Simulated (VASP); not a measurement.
A run of VASP 6.6.1 is set up as follows.

Contents of INCAR:

```
PREC     = Accurate       # precision mode
ENCUT    = 520            # plane-wave cutoff, eV
EDIFF    = 1E-7           # SCF threshold, eV
ISMEAR   = -1             # smearing method
SIGMA    = 0.05           # smearing width, eV
LREAL    = F              # projectors in reciprocal space
LASPH    = T              # aspherical terms in the spheres
NELM     = 100            # most SCF steps
ALGO     = Normal         # electronic algorithm
ISIF     = 2              # what is computed and relaxed
LWAVE    = F              # write WAVECAR
LCHARG   = T              # write CHGCAR
METAGGA  = R2SCAN         # meta-GGA
LMIXTAU  = T            
LELF     = T              # ELF
LVHAR    = T            
NBANDS   = 15             # bands
```

KPOINTS

```
Automatic mesh
0
Gamma
  9 9 5
```

Contents of POSCAR:

```
H2Pb
1.0
    3.4269271100      0.0000000000      0.0000000000
   -1.7134635600      2.9678059400      0.0000000000
    0.0000000000      0.0000000000      5.5570747600
H Pb
2 1
Direct
    0.3333333300      0.6666666700      0.0000000000
    0.6666666700      0.3333333300      0.5000000000
    0.6666666700      0.3333333300      0.0000000000
```

Potentials or basis: VASP PAW PBE potentials, release 64 (H, Pb_d).

Command:

```bash
$ cat potpaw_PBE.64/H/POTCAR potpaw_PBE.64/Pb_d/POTCAR > POTCAR
$ mpirun -np 1 vasp_std > vasp.out
```

Question: Estimate the band gap on the k mesh.

Answer: None (metal or under the smearing width).

Question: What does it give for the pressure?

Answer: 3.0 GPa.

Stress tensor (GPa, compression positive):
```
 12.85   0.00   0.00
  0.00  12.85   0.00
  0.00   0.00 -16.82
```

Caveat: the PAW data sets were made with another functional, which shifts forces and pressure a little. The run has no spin-orbit coupling, so splittings on Pb are missing.
